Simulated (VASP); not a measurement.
Crystal: BC2.

```xyz
6
Lattice="-2.3610 2.3610 1.9653 2.3610 -2.3610 1.9653 2.3610 2.3610 -1.9653" Properties=species:S:1:pos:R:3 pbc="T T T"
B     0.0000    0.0000    0.9827
B     0.0000    0.0000    2.9480
C     0.7886    3.1496    0.0000
C     1.5725    0.7886    0.0000
C     1.5725   -0.7886    1.9653
C     0.7886    1.5725    1.9653
```

The cell was built by a generator and needn't be a form met in nature.

| Item | Value |
| --- | --- |
| Program | VASP 6.6.1 |
| Task | relaxation of cell and atoms |
| Functional | PBE |
| Potentials or basis | VASP PAW PBE potentials, release 64 (B, C) |
| Cutoff | 600 eV |
| k mesh | 6 × 6 × 6 |
| Occupations | gaussian, width 0.1 eV |
| Spin | no spin polarisation |

At the start: pressure -19.3 GPa; volume 7.30 Å³/atom.

Question: Where does the relaxation end?

Answer: Over 42 steps the energy falls by 783.1 meV/atom and the volume is 6.15 Å³/atom (-15.8 %); space group I4/mcm (No. 140, to 0.05 Å).

Step by step:
| step | energy change (eV) | largest force (eV/Å) | pressure (GPa) | volume (Å³) |
| --- | --- | --- | --- | --- |
| 1 | 0.0000 | 0.5745 | -19.31 | 43.82 |
| 3 | -0.6511 | 2.0962 | 12.01 | 36.76 |
| 5 | -2.3734 | 2.9861 | 52.38 | 31.74 |
| 7 | -1.9067 | 3.6867 | 53.04 | 31.62 |
| 9 | -1.9864 | 3.2033 | 62.46 | 30.98 |
| 11 | -2.0684 | 2.1892 | 75.29 | 30.26 |
| 13 | -2.2895 | 0.0490 | 83.15 | 30.12 |
| 15 | -3.1015 | 0.0784 | 54.14 | 31.95 |
| 17 | -3.8642 | 0.2662 | -18.50 | 41.08 |
| 19 | -4.0284 | 0.0742 | -3.06 | 37.97 |
| 21 | -4.1555 | 0.6584 | -1.96 | 37.98 |
| 23 | -4.2379 | 4.2264 | 9.55 | 37.70 |
| 25 | -4.3483 | 3.1917 | 5.84 | 37.80 |
| 27 | -4.3866 | 2.4765 | 3.54 | 37.87 |
| 29 | -4.4877 | 2.4932 | 1.54 | 37.97 |
| 31 | -4.4984 | 2.4672 | 1.19 | 37.99 |
| 33 | -4.6487 | 0.7821 | -4.72 | 38.06 |
| 35 | -4.6690 | 0.0797 | -7.60 | 38.10 |
| 37 | -4.6764 | 0.0075 | -6.41 | 37.94 |
| 39 | -4.6955 | 0.0775 | 2.35 | 36.57 |
| 41 | -4.6983 | 0.0539 | 0.01 | 36.91 |
| 42 | -4.6985 | 0.0244 | 0.09 | 36.91 |

Final structure:
```
CELL_PARAMETERS angstrom
-1.92865 1.92865 2.48046
1.92865 -1.92865 2.48046
1.92865 1.92865 -2.48046
ATOMIC_POSITIONS crystal
B 0.25000 0.25000 0.00000
B 0.75000 0.75000 0.00000
C 0.63286 0.13286 0.76572
C 0.13286 0.36714 0.50000
C 0.36714 0.86714 0.23428
C 0.86714 0.63286 0.50000
```

Caveat: the volume moved by over 15 % at a fixed basis, so the end points are rough.
